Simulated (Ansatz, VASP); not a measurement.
# Al4P20SO55 (glassy 83P2O5-17Al2O3 (mol %)) in two plane-wave programs, part 3 of 3

Wanted: the spread between two codes on one cell, functional and k mesh. Of the first pair: The structure shown is the start of the Ansatz relaxation below; VASP solves that cell, so the two are compared at the walk's first step.

VASP 6.6.1 and Ansatz 0.2.0.

So far. Step 3 (VASP: single point, PBE, start cell, pair 1): The run ends at a pressure of 2.91 GPa, with forces up to 22 eV/Å.

**6. VASP: single point, PBE, relaxed cell, pair 2**

Level of this step: PBE, zero-moment start; plane waves and PAW (P, Al, O, S) (VASP).

The same cell, functional, mesh and smearing now go to VASP, with its own data sets.

INCAR reads:

```
SYSTEM = Al4P20SO55
PREC = Accurate
ENCUT = 520
EDIFF = 1E-06
NELM = 200
ISMEAR = -1
SIGMA = 0.025
LREAL = Auto
ALGO = Normal
GGA = PE
NBANDS = 280
ISPIN = 2
MAGMOM = 0 0 0 0 -0 0 -0 -0 0 -0 -0 -0 -0 0 0 0 0 0 -0 -0 0 -0 -0 -0 -0 0 -0 0 0 -0 -0 -0 -0 0 0 0 0 -0 0 -0 -0 0 -0 -0 0 0 0 -0 0 0 0 -0 -0 -0 -0 0 -0 0 -0 -0 0 -0 -0 0 -0 0 0 0 0 -0 -0 0 0 -0 0 -0 -0 0 -0 -0
LORBIT = 11
LWAVE = .FALSE.
LCHARG = .FALSE.
ISIF = 2
LASPH = .TRUE.
GGA_COMPAT = .FALSE.
NCORE = 2
```

POSCAR reads:

```
Al4P20SO55
1.0
   10.1378800000      0.0000000000      0.0000000000
    0.0000000000     10.1378800000      0.0000000000
    0.0000000000      0.0000000000     10.1378800000
P Al O S
20 4 55 1
Direct
    0.8727600000      0.8078100000      0.9272700000
    0.9476800000      0.4009300000      0.4147800000
    0.8224700000      0.6109400000      0.7113200000
    0.2241700000      0.4404700000      0.0732300000
    0.9968800000      0.7135100000      0.1687700000
    0.5563300000      0.2472000000      0.0094100000
    0.8859000000      0.9963200000      0.3834700000
    0.3262700000      0.6507500000      0.6246600000
    0.3721800000      0.8909100000      0.8037500000
    0.5479100000      0.2893000000      0.4149800000
    0.2680400000      0.3801200000      0.7687800000
    0.7869500000      0.2156300000      0.2220900000
    0.8151600000      0.0670000000      0.6580600000
    0.9681800000      0.3322500000      0.7085700000
    0.9459300000      0.3534200000      0.0212600000
    0.4414600000      0.8556700000      0.2981700000
    0.1229400000      0.9965700000      0.9085700000
    0.2884600000      0.2710000000      0.3202200000
    0.5187600000      0.5934800000      0.3851100000
    0.5242300000      0.5252400000      0.0784300000
    0.5853900000      0.8197200000      0.0230700000
    0.1598000000      0.9910400000      0.2267800000
    0.5166100000      0.1568200000      0.7149600000
    0.8220700000      0.6713000000      0.4219600000
    0.1095900000      0.0999500000      0.8093900000
    0.1979500000      0.6874600000      0.5708800000
    0.2690300000      0.3205700000      0.4545300000
    0.1321000000      0.3533200000      0.6988700000
    0.5874800000      0.6469500000      0.0193300000
    0.8651100000      0.6883100000      0.5907100000
    0.6002700000      0.2014200000      0.8726700000
    0.7347700000      0.8670200000      0.9341100000
    0.2230100000      0.8816500000      0.8513400000
    0.2189700000      0.1545800000      0.2626600000
    0.2350300000      0.3861800000      0.9207700000
    0.4479000000      0.2361200000      0.3098300000
    0.8362100000      0.0881200000      0.4998800000
    0.4853800000      0.9108700000      0.4250300000
    0.6839500000      0.2652100000      0.3501700000
    0.8339300000      0.8585400000      0.3946100000
    0.4582900000      0.8805600000      0.9254400000
    0.6680300000      0.0639600000      0.6809800000
    0.8649700000      0.2095700000      0.7200700000
    0.5368200000      0.2273400000      0.5483800000
    0.6482700000      0.6647300000      0.3987200000
    0.3159600000      0.5229600000      0.7275800000
    0.4488800000      0.6262000000      0.5376900000
    0.4202200000      0.2138500000      0.0464500000
    0.9667000000      0.3135800000      0.5464500000
    0.0522700000      0.8489000000      0.1900700000
    0.5519000000      0.5074400000      0.2264600000
    0.3049700000      0.8947800000      0.2464100000
    0.1612500000      0.0294800000      0.0485700000
    0.3764000000      0.5249600000      0.0380400000
    0.8053100000      0.0632800000      0.2591300000
    0.6840700000      0.5868600000      0.7448400000
    0.8795000000      0.7319500000      0.0636900000
    0.5454800000      0.8660800000      0.1834100000
    0.6575600000      0.2005300000      0.1253100000
    0.8264300000      0.4864800000      0.4396800000
    0.5253900000      0.4417500000      0.4422200000
    0.9021900000      0.6972800000      0.8259200000
    0.4037400000      0.0130800000      0.7245600000
    0.3722300000      0.2798400000      0.7430700000
    0.8648600000      0.4713600000      0.0447500000
    0.9271400000      0.6492100000      0.2807000000
    0.4171100000      0.6867500000      0.3085600000
    0.8840200000      0.2212300000      0.0826400000
    0.0315000000      0.0202700000      0.3611300000
    0.9837100000      0.3205600000      0.8762700000
    0.9110800000      0.4778900000      0.7169400000
    0.9038800000      0.2902800000      0.3011500000
    0.5905000000      0.4048200000      0.0055400000
    0.9893700000      0.9048800000      0.9311100000
    0.3912300000      0.7567000000      0.7268200000
    0.0868000000      0.3586500000      0.0947800000
    0.0712200000      0.4581100000      0.3664500000
    0.8924000000      0.9529600000      0.7030800000
    0.2888600000      0.3875000000      0.2054200000
    0.1699900000      0.6416600000      0.0846800000
```

KPOINTS reads:

```
Automatic mesh
0
Gamma
1 1 1
0 0 0
```

Potentials, in the order of the species: P, Al, O and S (PBE family, release 64).

Started as:

```console
$ mpirun -np 8 vasp_gam
```

Numbers of over 12 decimals in the logs are rounded to 6 here.

Log:

```text
[... set-up lines as in an earlier step ...]
 entering main loop
       N       E                     dE             d eps       ncg     rms          rms(c)
DAV:   1     0.424751308414E+04    0.42475E+04   -0.27405E+05  1144   0.159E+03
DAV:   2    -0.294153786072E+03   -0.45417E+04   -0.44048E+04  1368   0.388E+02
DAV:   3    -0.635662372432E+03   -0.34151E+03   -0.33875E+03  1320   0.114E+02
DAV:   4    -0.643231443837E+03   -0.75691E+01   -0.75202E+01  1368   0.179E+01
[...]
DAV:  17    -0.562145978971E+03    0.19095E-04   -0.46369E-05  1408   0.271E-02    0.115E-02
DAV:  18    -0.562145976422E+03    0.25492E-05   -0.20460E-05  1408   0.155E-02    0.955E-03
DAV:  19    -0.562145976748E+03   -0.32617E-06   -0.70230E-06  1256   0.613E-03
   1 F= -.56214598E+03 E0= -.56214598E+03  d E =-.335305E-11  mag=    -0.0000
```

Parts of OUTCAR (step 6):

```text
  FREE ENERGIE OF THE ION-ELECTRON SYSTEM (eV)
  ---------------------------------------------------
  free  energy   TOTEN  =      -562.1459767483 eV

  energy  without entropy=     -562.1459767483  energy(sigma->0) =     -562.14597675

 magnetization (x)
# of ion       s       p       d       tot
------------------------------------------
    1        0.000   0.000   0.000   0.000
    2        0.000   0.000   0.000   0.000
    3        0.000  -0.000   0.000  -0.000
    4        0.000   0.000   0.000   0.000
    5        0.000  -0.000   0.000  -0.000
    6        0.000   0.000   0.000   0.000
    7        0.000   0.000   0.000   0.000
    8       -0.000  -0.000   0.000  -0.000
    9        0.000  -0.000   0.000  -0.000
   10       -0.000  -0.000   0.000  -0.000
   11        0.000   0.000   0.000   0.000
   12        0.000   0.000   0.000   0.000
   13        0.000   0.000   0.000   0.000
[...]
--------------------------------------------------
tot         -0.000  -0.000   0.000  -0.000

[... 1 part as in an earlier step ...]

[... 1 further part left out ...]
[key lines of the parts left out:]
E-fermi :   2.6015
```

The run ends at a pressure of -0.95 GPa, with forces up to 0.16 eV/Å.

**7. Differences**

Both answers:

| quantity | Ansatz | VASP | difference |
| --- | --- | --- | --- |
| gap on the k mesh (eV) | 2.973 | 2.912 | +0.061 |

Forces on 7 of the 80 atoms, those with the largest forces and the largest differences (eV/Å; atoms numbered as in POSCAR):

| atom | Ansatz x, y, z | VASP x, y, z |
| --- | --- | --- |
| P3 | 0.007, -0.001, -0.016 | 0.118, -0.014, -0.008 |
| P18 | -0.006, -0.005, 0.002 | -0.041, -0.051, -0.100 |
| P19 | 0.013, 0.009, 0.011 | 0.104, -0.009, 0.119 |
| O29 | 0.001, -0.001, -0.004 | -0.068, -0.077, 0.067 |
| O34 | 0.003, 0.001, 0.006 | 0.076, 0.096, 0.069 |
| O41 | 0.006, 0.017, -0.009 | -0.045, 0.001, -0.102 |
| O66 | 0.010, -0.002, -0.003 | 0.052, 0.083, -0.078 |

The forces differ by 46 meV/Å r.m.s., where the r.m.s. force is 0.007 eV/Å in Ansatz and 0.047 eV/Å in VASP: the atoms lie near their places of rest in Ansatz, so a percentage would say little (all taken over all components). A gap on the mesh is an upper bound, since the band edges may lie between its points.

**8. Outcome**

```yaml
r_m_s_force_difference_single_point_pbe_start_cell_pair_1: 3.8 % of the r.m.s. force
r_m_s_force_difference_single_point_pbe_relaxed_cell_pair_2: 46 meV/Å
difference_in_gap_on_the_k_mesh_single_point_pbe_relaxed_cell_pair_2: 0.061 eV
```

In words: The r.m.s. force difference is 46 meV/Å (single point, PBE, relaxed cell, pair 2), beyond the 12 meV/Å picked in this series as the mark of a large difference. What causes the difference of the single point, PBE, start cell, pair 1 pair stays open here. What causes the difference of the single point, PBE, relaxed cell, pair 2 pair stays open here. How closely two codes agree says nothing of how well the functional describes the real material.

[Lines on the potential files, build, host, timing and source positions are cut from VASP's logs without a mark.]

[Logs are printed without paths, hosts, clocks, repeated set-up lines and the standing remarks that a program may print on its own settings, such as how far it seeks lower states.]

[Hosts, paths, dates, database ids (printed as entryN), source tags and the programs' standing remarks are cut or masked in the printed files.]
